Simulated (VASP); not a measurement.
Energy against volume of Au (fcc). Method: rev-vdW-DF2, VASP's PBE PAW potentials (set 64) (plane waves; VASP). Settings: 520 eV cut-off, 15×15×15 Γ-centred mesh, first-order Methfessel-Paxton smearing of 0.10 eV, potentials Au.

| V (Å³/atom) | E (eV/atom) |
|---|---|
| 16.463 | -0.98814 |
| 16.989 | -1.01554 |
| 17.514 | -1.02413 |
| 18.039 | -1.01722 |

**Question.** Fit these four points and predict the energy of the run at 18.565 Å³/atom.

**Answer.** A cubic in V^(−2/3), the third-order Birch-Murnaghan form, passes through the four points with V0 = 17.53 Å³/atom and B0 = 157 GPa, and gives -0.9975 eV/atom there. The run gave -0.9976 eV/atom, -0.2 meV/atom from the fit; all five points give B0 = 156 GPa.

The compound is Au in the fcc structure. It was relaxed first.
